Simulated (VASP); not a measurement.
```xyz
14
Lattice="5.8460 0.0000 0.0000 0.0000 5.8460 0.0000 0.0000 0.0000 8.3711" Properties=species:S:1:pos:R:3 pbc="T T T"
Rb     0.0000     2.9230     2.0928
Rb     0.0000     2.9230     6.2783
Rb     2.9230     0.0000     2.0928
Rb     2.9230     0.0000     6.2783
H      2.9230     2.9230     2.5348
H      2.9230     2.9230     5.8363
H      0.0000     0.0000     6.7203
H      0.0000     0.0000     1.6508
H      1.7549     4.0912     4.1856
H      4.0912     1.7549     4.1856
H      4.6779     4.6779     0.0000
H      1.1681     1.1681     0.0000
Pt     2.9230     2.9230     4.1856
Pt     0.0000     0.0000     0.0000
```

Computed with r2SCAN meta-GGA, VASP's PBE PAW potentials (set 64) (plane waves; VASP 6.6.1). Settings: LREAL = Auto, 400 eV cut-off, 4×4×3 Γ-centred mesh, Gaussian smearing of 0.050 eV, potentials Rb_sv H Pt.

Problem. Estimate the energy per atom (σ→0).

Solution. 
| Item | Result |
|---|---|
| energy per atom (σ→0) | -13783 meV/atom |

Total energies compare only between runs with the same potentials, cut-off and functional.

The structure comes from a computed database's Rb2H4Pt entry (P4_2/mnm); how it stands against other phases isn't given here. It was relaxed first. The start is the result of an earlier pass.
